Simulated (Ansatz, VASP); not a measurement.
## Ag (Silver): VASP beside Ansatz

Aim: how closely do two programs agree when they are given the same cell, functional and k mesh? The cell is taken from a series of VASP runs on this material, whose earlier steps may have relaxed, scaled or displaced it; both programs get it as it stands.

Program: Ansatz 0.2.0. Level of theory: plane waves, with VASP 6.6.1 beside it; relaxation of cell and atoms at r2SCAN. Results are calculated unless marked as measured.

### Step 1. Starting point

Symmetry: Fm-3m, No. 225, cubic system. The conventional cell has a = 4.086 Å, b = 4.086 Å, c = 4.086 Å, α = 90.00°, β = 90.00°, γ = 90.00°. Ag has 12 Ag at 2.89 Å nearest.

Coordinates:

```cif
data_structure
_symmetry_space_group_name_H-M 'Fm-3m'
_symmetry_Int_Tables_number 225
_cell_length_a 4.0860
_cell_length_b 4.0860
_cell_length_c 4.0860
_cell_angle_alpha 90.000
_cell_angle_beta 90.000
_cell_angle_gamma 90.000
_cell_volume 68.22
loop_
_atom_site_label
_atom_site_type_symbol
_atom_site_symmetry_multiplicity
_atom_site_Wyckoff_symbol
_atom_site_fract_x
_atom_site_fract_y
_atom_site_fract_z
_atom_site_occupancy
Ag1 Ag 4 a 0.00000 0.00000 0.00000 1
```

### Step 2. Ansatz: relaxation of cell and atoms, r2SCAN

Ansatz runs on its default PAW (the set named soft_2) files.

The relaxed volume is the usual yardstick between codes: its relative difference is about their pressure difference at one cell divided by the bulk modulus.

input.yaml

```yaml
crystal:
  lattice:
    - [0.0, 2.043, 2.043]
    - [2.043, 0.0, 2.043]
    - [2.043, 2.043, 0.0]
  atoms:
    - { symbol: Ag, position: [0.0, 0.0, 0.0] }
hamiltonian:
  xc: r2scan
  pseudopotentials: { kind: paw }
kpoints:
  mp_grid: { grid: [12, 12, 12] }
scf:
  occupations: { method: methfessel_paxton, width: 0.1 }
relax:
  f_tol: 0.01
  max_steps: 60
  cell: { stress_tol: 0.05 }
output:
  forces: true
  stress: true
```

On the command line:

```
ansatz run input.yaml --threads 4 --pin off --max-ram 9216MiB --backend cpu --events-out ev --progress --plain --runs-dir out
```

Numbers of over 12 decimals in the logs are rounded to 6 here.

The log of the run:

```text
Engine: ansatz 0.2.0, aarch64-unknown-linux-gnu
Pseudopotentials: kind: paw
Pseudopotential: Ag, paw, valence charge 19, recommended cutoff 500 eV (meta_gga), Ag.paw.azcp
Functional definition: r2SCAN
  parameter k0 = 0.174
  parameter k1 = 0.065
  parameter a1 = 4.9479
  exchange = r2scan_x(k0 = k0, k1 = k1, a1 = a1)
  correlation = r2scan_c
Crystal: 1 atoms, lattice volume = 17.054 Å³
Basis set: ecut = 500 eV, 411 PW (Γ), exchange–correlation on 96×96×96 points (64 copies of the dense FFT grid, shifted against one another)
Bands: 14, of which v1, the nominal top of the filled ones, is band 10 counted from 1 (9 counted from 0)
Symmetry: 48 space group operations
Space group: Fm-3m (ITA 225), of the structure as read, at distance tolerance 2.6e-5 Å
k-points: 72 of 1728
Non-local potential: Ag, projectors of the file, l = 0: 3, l = 1: 2, l = 2: 2, l = 3: 1
PAW form: soft (Blöchl's): semilocal exchange-correlation on the pseudo side does not see the compensation charge
PAW frozen core: Ag, regenerated for the run's functional (the file was generated under x = pbe(κ = 0.804, μ = 0.219515), c = pbe(β = 0.066725))
PAW one-centre angular grid: Ag, 590 points (default); XC on 160 Gauss nodes
Initial density: superposition of atomic densities (neutral atoms: chi_scale 0, normalization atom), corrected by the library's trained network
Initial wavefunctions: pseudopotential atomic-orbital guess
Functional: x = r2scan, c = r2scan; τ floored in thin density (d = 2e-4 eV/Å³)
SCF iter   1: F=—  HF=-7603.942526 eV  |F-HF|=—  |Δ(HF+E_count)|=         —  Δρ=1.13e-2  dr2=2.01e-2  dr2_τ=5.68e-4  ethr=1.77e-3  ⟨swp⟩=4.4  Hψ=5123  notcnv=0
preconditioner: auto → none  [insulator: Δε(μ)=0.233 eV  Ē_g=17.096 eV  σ=0.100 eV  W_gap=0.71  n_scr=8 (ndim 8)  ℏωp=29.8 eV  f_vac=0.000  D(μ)=0.50/eV (n_scr^D=0)  ε∞_Penn≈4.0]
SCF iter   2: F=—  HF=-7603.939556 eV  |F-HF|=—  |Δ(HF+E_count)|=   2.97e-3  S|Δr|=    0.00e0  Δρ=6.31e-3  dr2=2.59e-3  dr2_τ=6.90e-4  ethr=1.06e-4  ⟨swp⟩=2.4  Hψ=2136  notcnv=0  defer=28
SCF iter   3: F=—  HF=-7603.939080 eV  |F-HF|=—  |Δ(HF+E_count)|=   4.76e-4  S|Δr|=    0.00e0  Δρ=2.42e-3  dr2=4.65e-4  dr2_τ=2.67e-5  ethr=1.36e-5  ⟨swp⟩=2.3  Hψ=1497  notcnv=0  defer=28
SCF iter   4: F=—  HF=-7603.939010 eV  |F-HF|=—  |Δ(HF+E_count)|=   7.01e-5  S|Δr|=    0.00e0  Δρ=4.69e-4  dr2=1.52e-5  dr2_τ=1.89e-6  ethr=2.45e-6  ⟨swp⟩=1.0  Hψ=990  notcnv=0  defer=28
SCF iter   5: F=—  HF=-7603.939004 eV  |F-HF|=—  |Δ(HF+E_count)|=   6.12e-6  S|Δr|=    0.00e0  Δρ=5.22e-5  dr2=1.71e-7  dr2_τ=3.17e-8  ethr=8.01e-8  ⟨swp⟩=1.7  Hψ=1243  notcnv=0  defer=28
SCF iter   6: F=-7603.939004 eV  HF=-7603.939004 eV  |F-HF|=7.21e-9  |Δ(HF+E_count)|=   2.96e-7  S|Δr|=    0.00e0  Δρ=8.22e-6  dr2=8.57e-9  dr2_τ=5.26e-10  ethr=5.26e-10  ⟨swp⟩=4.0  Hψ=2996  notcnv=0
SCF 1 converged in 6 iterations: F = -7603.939004 eV  dr2 = 8.57e-9
  greatest PAW one-centre occupation: 1.001 electrons in one spin orbital (limit 2), on the Ag atom at site 0 (counted from 0), in its partial waves of l = 1
relax step   1: F+E_penalty+E_count = -7603.93900384 eV  Δ(F+E_penalty+E_count) = +0.000e0 eV  max|allowed force component| = 0.000e0 eV/Å  Δτ_max = 0.0000 Å  P = +1.685 GPa  Ω = 17.054 Å³  (6 SCF iters, dr2 threshold 1.00e-7 eV, accepted)
[...]
relax step   2: F+E_penalty+E_count = -7603.93934279 eV  Δ(F+E_penalty+E_count) = -3.390e-4 eV  max|allowed force component| = 0.000e0 eV/Å  Δτ_max = 0.0000 Å  P = -1.194 GPa  Ω = 17.535 Å³  energy of the carried Pulay correction = -2.883e-4 eV  (8 SCF iters, dr2 threshold 1.00e-7 eV, accepted)
[...]
relax step   3: F+E_penalty+E_count = -7603.94024670 eV  Δ(F+E_penalty+E_count) = -9.039e-4 eV  max|allowed force component| = 0.000e0 eV/Å  Δτ_max = 0.0000 Å  P = -0.034 GPa  Ω = 17.332 Å³  energy of the carried Pulay correction = -1.678e-4 eV  (7 SCF iters, dr2 threshold 1.00e-7 eV, accepted)
[...]
relax step   4: F+E_penalty+E_count = -7603.94042076 eV  Δ(F+E_penalty+E_count) = -1.741e-4 eV  max|allowed force component| = 0.000e0 eV/Å  Δτ_max = 0.0000 Å  P = -0.025 GPa  Ω = 17.332 Å³  stress off target by 2.46e-2 GPa  SCF on the basis re-selected at this cell (its energy is not comparable with the rows above)  (6 SCF iters)
basis re-selected at this cell: Δ(F+E_penalty+E_count) = -1.741e-4 eV, ΔP = +0.010 GPa vs the last step (what re-selecting the basis moved, of the pressure what is left beyond the Pulay correction that the steps carried, after the strain that the cell walked since its last selection, with what the two solves' SCF thresholds leave and, on support functions, any second-order correction that the steps lacked; it is no measure of the basis error at this ecutwfc). This SCF's stress stands 2.46e-2 GPa from its target on what of the cell is left free (relax.cell.stress_tol is 5.00e-2 GPa) and its largest allowed force component is 0.00e0 eV/Å (relax.f_tol is 1.00e-2 eV/Å): [rest of the remark cut]
SCF converged after 6 iterations
Stability not checked: this state was not tested for a lower state beside it, because cold or Methfessel-Paxton smearing, or corrected tetrahedra, fill the levels in a way that the test cannot read (fill_not_monotonic; see scf.lower_state_search)
Free energy (F): -7603.940421 eV
Harris-Foulkes:  -7603.940421 eV  (|F-HF|=2.73e-12)
Internal energy: -7603.939926 eV  (E = F + TS)
E sigma→0 (E₀):  -7603.940297 eV
Entropy (-TS):   -0.000495 eV (-0.495 meV/atom)
Fermi energy:    16.966991 eV
--- Per-component energies (eV) ---
  E_band       = -260.298895
  E_kinetic    = 528.080840
  E_local      = -2223.958618  (includes V_loc(G=0)·N_el)
  E_nonlocal   = 81.290740
  E_hartree    = 1012.801929
  E_xc         = -178.436939
  E_vxc        = -262.887782  (∫ρ·V_xc dr)
  E_paw        = -3922.411369  (= ΣΔE_a)
  E_vpaw       = -427.355926  (= ΣTr[D̂ρ^β])
  E_aug_tail   = 0.000061  (compensation charges beyond the density's cutoff)
  E_vtau       = 18.927956  (kinetic-family band-sum trace: ∫τ·v_τ [+ j·A + Jᵃ·Aᵃ] dr)
  E_ewald      = -2900.797260
  E_core_change = -0.509311  (= ΣΔE_core)
  E_smearing   = -0.000495  (= −TS)
  E_closure    = -0.000000  (closes the sum)
  Σ components = -7603.940421   (vs F -7603.940421, Δ=0.00e0)
--- Forces (eV/Å), atoms counted from 1 ---
  atom   1  Ag    -0.00000000    -0.00000000    -0.00000000
  max |Σ_I F_I| component: 6.98e-32 eV/Å
--- Stress (GPa, compression-positive) ---
       -0.024644      -0.000000       0.000000
       -0.000000      -0.024644      -0.000000
        0.000000      -0.000000      -0.024644
  P = ⅓ Tr σ = -0.0246 GPa (-0.246 kbar)
--- Relaxed structure (3 steps of the walk, 3 accepted, 1 SCFs on fresh bases) ---
  F+E_penalty+E_count = -7603.94042076 eV   max|allowed force component| = 0.000e0 eV/Å   (the final SCF, on the basis selected at the relaxed cell)
  cell:  # Å, volume = 17.3322 Å³
    - [0, 2.054035, 2.054035]
    - [2.054035, 0, 2.054035]
    - [2.054035, 2.054035, 0]
  atoms:
    - { symbol: Ag, position: [0.0, 0.0, 0.0] }
```

It took 3.5 s on 4 threads of Arm Neoverse V1, shared host; peak memory 0.35 GiB.

### Step 3. VASP: relaxation of cell and atoms, r2SCAN

The same cell, functional, mesh and smearing now go to VASP, with its own data sets and cutoff.

Lines of VASP's logs that name or quote its potential files are left out, and so is its time.

INCAR

```
SYSTEM = Ag
PREC = Accurate
ENCUT = 450
EDIFF = 1E-06
NELM = 100
ISMEAR = 1
SIGMA = 0.1
LREAL = .FALSE.
ALGO = Normal
METAGGA = R2SCAN
LASPH = .TRUE.
NBANDS = 11
LORBIT = 11
LWAVE = .FALSE.
LCHARG = .FALSE.
KPAR = 2
IBRION = 2
NSW = 50
ISIF = 3
EDIFFG = -0.01
```

POSCAR

```
Ag
1.0
    0.0000000000      2.0430000000      2.0430000000
    2.0430000000      0.0000000000      2.0430000000
    2.0430000000      2.0430000000      0.0000000000
Ag
1
Direct
    0.0000000000      0.0000000000      0.0000000000
```

KPOINTS

```
Automatic mesh
0
Gamma
12 12 12
0 0 0
```

The projector-augmented-wave data sets are Ag (PBE family, release 64).

On the command line:

```
mpirun -np 2 vasp_std
```

The log of the run:

```text
[banner, memory and clock lines left out]
running    2 mpi-ranks, on    1 nodes
 distrk:  each k-point on    1 cores,    2 groups
 distr:  one band on    1 cores,    1 groups

 POSCAR found type information on POSCAR Ag
 POSCAR found :  1 types and       1 ions
|                                                                             |
|               ----> ADVICE to this user running VASP <----                  |
|                                                                             |
|     You enforced a specific xc type in the INCAR file but a different       |
|     [... a line on the potential file left out ...]
|     I HOPE YOU KNOW WHAT YOU ARE DOING!                                     |
|                                                                             |

 LDA part: xc-table for (None), standard interpolation
 POSCAR, INCAR and KPOINTS ok, starting setup
 FFT: planning ... GRIDC
 FFT: planning ... GRID_SOFT
 FFT: planning ... GRID
 WAVECAR not read
 entering main loop
       N       E                     dE             d eps       ncg     rms          rms(c)
DAV:   1     0.255338820207E+02    0.25534E+02   -0.52893E+03  1640   0.821E+02
DAV:   2    -0.241143688181E+02   -0.49648E+02   -0.47493E+02  1818   0.193E+02
DAV:   3    -0.248109511329E+02   -0.69658E+00   -0.69630E+00  1802   0.246E+01
DAV:   4    -0.248138536724E+02   -0.29025E-02   -0.29024E-02  1755   0.163E+00
DAV:   5    -0.248138897504E+02   -0.36078E-04   -0.36077E-04  1875   0.158E-01    0.606E+00
DAV:   6    -0.213949886630E+02    0.34189E+01   -0.58910E+00  1620   0.248E+01    0.474E+00
DAV:   7    -0.213545976859E+02    0.40391E-01   -0.16110E-01  1746   0.365E+00    0.262E+00
DAV:   8    -0.213535440252E+02    0.10537E-02   -0.53470E-02  1697   0.224E+00    0.357E-01
DAV:   9    -0.213511371310E+02    0.24069E-02   -0.12176E-02  1734   0.108E+00    0.406E-02
DAV:  10    -0.213513040551E+02   -0.16692E-03   -0.34375E-04  1794   0.190E-01    0.488E-02
DAV:  11    -0.213512723716E+02    0.31683E-04   -0.75169E-05  1736   0.832E-02    0.192E-02
DAV:  12    -0.213512661490E+02    0.62226E-05   -0.31739E-05  1795   0.584E-02    0.853E-04
DAV:  13    -0.213512662256E+02   -0.76568E-07   -0.48766E-07   945   0.683E-03
   1 F= -.21351266E+02 E0= -.21351062E+02  d E =-.213513E+02
 curvature:   0.00 expect dE= 0.000E+00 dE for cont linesearch  0.000E+00
 trial: gam= 0.00000 g(F)=  0.938E-63 g(S)=  0.614E-02 ort = 0.000E+00 (trialstep = 0.100E+01)
 search vector abs. value=  0.614E-02
 bond charge predicted
       N       E                     dE             d eps       ncg     rms          rms(c)
DAV:   1    -0.214837239585E+02   -0.13246E+00   -0.22617E+00  1692   0.165E+01    0.243E+00
DAV:   2    -0.213534801547E+02    0.13024E+00   -0.50408E-01  1701   0.663E+00    0.766E-01
DAV:   3    -0.213529038994E+02    0.57626E-03   -0.64928E-03  1802   0.813E-01    0.566E-01
DAV:   4    -0.213521618603E+02    0.74204E-03   -0.17592E-03  1671   0.260E-01    0.525E-02
DAV:   5    -0.213521158396E+02    0.46021E-04   -0.21616E-04  1701   0.142E-01    0.248E-02
DAV:   6    -0.213521279418E+02   -0.12102E-04   -0.92303E-06  1664   0.269E-02    0.118E-02
DAV:   7    -0.213521271437E+02    0.79812E-06   -0.42864E-07  1391   0.522E-03
   2 F= -.21352127E+02 E0= -.21351977E+02  d E =-.860918E-03
 trial-energy change:   -0.000861  1 .order   -0.001018   -0.006143    0.004107
 step:   0.5769(harm=  0.5993)  dis= 0.00000  next Energy=   -21.353008 (dE=-0.174E-02)
 bond charge predicted
       N       E                     dE             d eps       ncg     rms          rms(c)
DAV:   1    -0.213772047177E+02   -0.25077E-01   -0.40458E-01  1677   0.686E+00    0.101E+00
DAV:   2    -0.213530911558E+02    0.24114E-01   -0.10381E-01  1689   0.297E+00    0.290E-01
DAV:   3    -0.213530788992E+02    0.12257E-04   -0.64682E-04  1793   0.259E-01    0.205E-01
DAV:   4    -0.213529892466E+02    0.89653E-04   -0.35840E-04  1689   0.117E-01    0.241E-02
DAV:   5    -0.213529757891E+02    0.13457E-04   -0.49616E-05  1716   0.699E-02    0.101E-02
DAV:   6    -0.213529739105E+02    0.18786E-05   -0.13872E-06  1664   0.120E-02    0.484E-03
DAV:   7    -0.213529747555E+02   -0.84501E-06   -0.58090E-08   828   0.205E-03
   3 F= -.21352975E+02 E0= -.21352805E+02  d E =-.170853E-02
 curvature:  -0.30 expect dE=-0.862E-06 dE for cont linesearch -0.862E-06
 trial: gam=-0.02120 g(F)=  0.366E-65 g(S)=  0.289E-05 ort = 0.133E-03 (trialstep = 0.915E+00)
 search vector abs. value=  0.146E-08
 reached required accuracy - stopping structural energy minimisation
```

Parts of OUTCAR (step 3):

```text
ion  position               nearest neighbor table
   1  0.000  0.000  0.000-

  LATTYP: Found a face centered cubic cell.
 ALAT       =     4.0860000000

 Subroutine GETGRP returns: Found 48 space group operations
 (whereof 48 operations were pure point group operations)

The static configuration has the point symmetry O_h .

 Found     72 irreducible k-points:

   k-points           NKPTS =     72   k-points in BZ     NKDIM =     72   number of bands    NBANDS=     11

   dimension x,y,z NGX =    20 NGY =   20 NGZ =   20
   dimension x,y,z NGXF=    40 NGYF=   40 NGZF=   40

   ENCUT  =  450.0 eV  33.07 Ry    5.75 a.u.   5.00  5.00  5.00*2*pi/ulx,y,z

   NELECT =      11.0000    total number of electrons

 k-points in reciprocal lattice and weights: Automatic mesh
   0.00000000  0.00000000  0.00000000       0.001
   0.08333333  0.00000000  0.00000000       0.005
   0.16666667  0.00000000  0.00000000       0.005
   0.25000000  0.00000000  0.00000000       0.005
   0.33333333  0.00000000  0.00000000       0.005
   0.41666667  0.00000000  0.00000000       0.005
   0.50000000  0.00000000  0.00000000       0.002
   0.08333333  0.08333333  0.00000000       0.003
   0.16666667  0.08333333  0.00000000       0.014
[...]
-0.33333333  0.50000000  0.16666667       0.007
  -0.25000000  0.50000000  0.25000000       0.003

 average (electrostatic) potential at core
       1 -75.9832

 E-fermi :   8.1661

 k-point     1 :       0.0000    0.0000    0.0000
  band No.  band energies     occupation
    ...
      2       3.1237      2.00000
      3       3.1237      2.00000
      4       3.1237      2.00000
      5       4.1372      2.00000
      6       4.1372      2.00000
      7      24.8072      0.00000
      8      28.4229      0.00000
      9      28.4229      0.00000
     10      28.4229      0.00000
     11      33.3372      0.00000

 k-point     2 :       0.0833    0.0000    0.0000
  band No.  band energies     occupation
    ...
      2       3.0782      2.00000
      3       3.1817      2.00000
      4       3.1817      2.00000
      5       4.1167      2.00000
      6       4.1167      2.00000
      7      24.7644      0.00000
      8      26.7764      0.00000
      9      28.4865      0.00000
     10      28.4865      0.00000
     11      32.9961      0.00000

 k-point     3 :       0.1667    0.0000    0.0000
  band No.  band energies     occupation
    ...
      2       3.0399      2.00000
      3       3.2976      2.00000
      4       3.2976      2.00000
      5       4.1126      2.00000
      6       4.1126      2.00000
      7      22.8747      0.00000
      8      25.7109      0.00000
      9      28.5647      0.00000
     10      28.5648      0.00000
     11      31.8145      0.00000

  Total        0.0044656      0.0044656      0.0044656      0.0000000      0.0000000     -0.0000000
  in kB        0.4123882      0.4123882      0.4123882      0.0000000      0.0000000     -0.0000000
  external PRESSURE =       0.4123882 kB  Pullay stress =       0.0000000 kB

  energy-cutoff  :      450.00
  volume of cell :       17.35
      direct lattice vectors                 reciprocal lattice vectors
     0.000000000  2.054713867  2.054713867    -0.243342885  0.243342885  0.243342885
     2.054713867 -0.000000000  2.054713867     0.243342885 -0.243342885  0.243342885
     2.054713867  2.054713867  0.000000000     0.243342885  0.243342885 -0.243342885

 POSITION                                       TOTAL-FORCE (eV/Angst)
 -----------------------------------------------------------------------------------
      0.00000      0.00000      0.00000         0.000000     -0.000000      0.000000
 -----------------------------------------------------------------------------------
    total drift:                                0.000000      0.000000      0.000000

  FREE ENERGIE OF THE ION-ELECTRON SYSTEM (eV)
  ---------------------------------------------------
  free  energy   TOTEN  =       -21.3529747555 eV

  energy  without entropy=      -21.3524660123  energy(sigma->0) =      -21.35280517

 reached required accuracy - stopping structural energy minimisation

 total charge
# of ion       s       p       d       tot
------------------------------------------
    1        0.441   0.285   9.180   9.907

[... 3 further parts left out ...]
```

CONTCAR:

```
Ag
   1.00000000000000
     0.0000000000000000    2.0547138669259564    2.0547138669259564
     2.0547138669259564   -0.0000000000000000    2.0547138669259564
     2.0547138669259564    2.0547138669259564    0.0000000000000000
  Ag
     1
Direct
     0.0000000000000000    0.0000000000000000    0.0000000000000000
```

### Step 4. Differences

Known differences besides the potentials themselves: VASP keeps PBE cores, Ansatz makes them for the functional; both relaxations stop at a tolerance, which leaves soft axes loose, and VASP keeps its plane-wave basis; the data sets hold 19 valence electrons in Ansatz (default PAW (the set named soft_2) files) and 11 in VASP; the cutoff is 500 eV in Ansatz and 450 eV in VASP; Ansatz adds a Pulay correction to the stress that steers its cell, VASP none. Total energies have different zeros and are not compared.

The two programs side by side:

```
                                         quantity  Ansatz   VASP  difference
                                      volume (Å³)   17.33  17.35     -0.10 %
edge a after relaxation, in the typed setting (Å)   2.905  2.906     -0.03 %
```

The walks stopped with -0.02 GPa left in Ansatz and 0.04 GPa in VASP; each walk ends within a tolerance, so the volume difference is uncertain by about these residues over the bulk modulus, most in soft cells.

### Step 5. What came out

```
difference in volume (relaxation of cell and atoms, r2SCAN) : -0.099 %
```

The difference in volume is -0.099 % (relaxation of cell and atoms, r2SCAN), within the 1.2 % picked in this series as the mark of a large difference, as far as the stopping tolerances let one tell. Such differences can come from data sets, numerical settings and the points named under the comparisons, not from the functional's error against experiment.

[Lines on the potential files, build, host, timing and source positions are cut from VASP's logs without a mark.]

[Logs are printed without paths, hosts, clocks, repeated set-up lines and the standing remarks that a program may print on its own settings, such as how far it seeks lower states.]

[Hosts, paths, dates, database ids (printed as entryN), source tags and the programs' standing remarks are cut or masked in the printed files.]
